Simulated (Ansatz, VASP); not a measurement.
**Zn2CdN2: VASP beside Ansatz**

The input INCAR:

```
PREC = Accurate ; ENCUT = 520
EDIFF = 1E-6 ; ISMEAR = 0
SIGMA = 0.02 ; LREAL = F
LASPH = T ; NELM = 100
ALGO = Normal ; ISIF = 2
LWAVE = F ; LCHARG = T
GGA = PE ; LELF = T
LVHAR = T ; NBANDS = 31
```

KPOINTS

```
regular mesh
0
Gamma
  9 9 4
```

POSCAR

```
Zn2CdN2
1.0
    3.4684690724      0.0000000000      0.0000000000
   -1.7342345362      3.0037823289      0.0000000000
    0.0000000000      0.0000000000      6.1113010189
Cd Zn N
1 2 2
Direct
    0.0000000000      0.0000000000      0.5000000000
    0.3333333333      0.6666666667      0.8518700000
    0.6666666667      0.3333333333      0.1481300000
    0.3333333333      0.6666666667      0.2339370000
    0.6666666667      0.3333333333      0.7660630000
```

Input for Ansatz:

```yaml
crystal:
  lattice:
    - [3.4684690724, 0.0, 0.0]
    - [-1.7342345362, 3.0037823289, 0.0]
    - [0.0, 0.0, 6.1113010189]
  atoms:
    - { symbol: Cd, position: [0.0, 0.0, 0.5] }
    - { symbol: Zn, position: [0.3333333333, 0.6666666667, 0.85187] }
    - { symbol: Zn, position: [0.6666666667, 0.3333333333, 0.14813] }
    - { symbol: "N", position: [0.3333333333, 0.6666666667, 0.233937] }
    - { symbol: "N", position: [0.6666666667, 0.3333333333, 0.766063] }
hamiltonian:
  xc: pbe
kpoints:
  mp_grid: { grid: [9, 9, 4] }
scf:
  occupations: { method: gaussian, width: 0.02 }
  convergence: { dr2_threshold: 1.0e-09 }
basis:
  ecutwfc: 720
output:
  eigenvalues: true
  forces: true
  stress: true
```

The cell comes from a database or a generator and needn't be the stable form of this composition.

Alike in both runs: task single point; functional PBE; k mesh 9 × 9 × 4; occupations gaussian, width 0.02 eV; no spin polarisation.

|  | VASP | Ansatz |
| --- | --- | --- |
| version | VASP 6.6.1 | Ansatz 0.2.0 |
| potentials or method | VASP PAW PBE potentials, release 64 (Cd, Zn, N) | scalar-relativistic, plane waves, PAW |
| plane-wave cutoff (eV) | 520 | 720 |
| valence electrons in the cell | 46 | 54 |

Ansatz gave:

* gap on the k mesh at the Fermi level (eV): none
* pressure (GPa): -1.1
* largest component of the traceless stress (GPa): 0.15
* rms of the force components (eV/Å): 0.009

Task: Estimate VASP's values.

Result: gap on the k mesh at the Fermi level (eV): none; pressure (GPa): -0.2; largest component of the traceless stress (GPa): 0.00; rms of the force components (eV/Å): 0.005.

Atom by atom the forces differ by 0.005 eV/Å (rms over components). A gap of «none» marks a metal or a gap that the smearing closes. The two sets of potentials don't hold the same shells in valence. Ansatz warned: «stress_scf_threshold_loose».
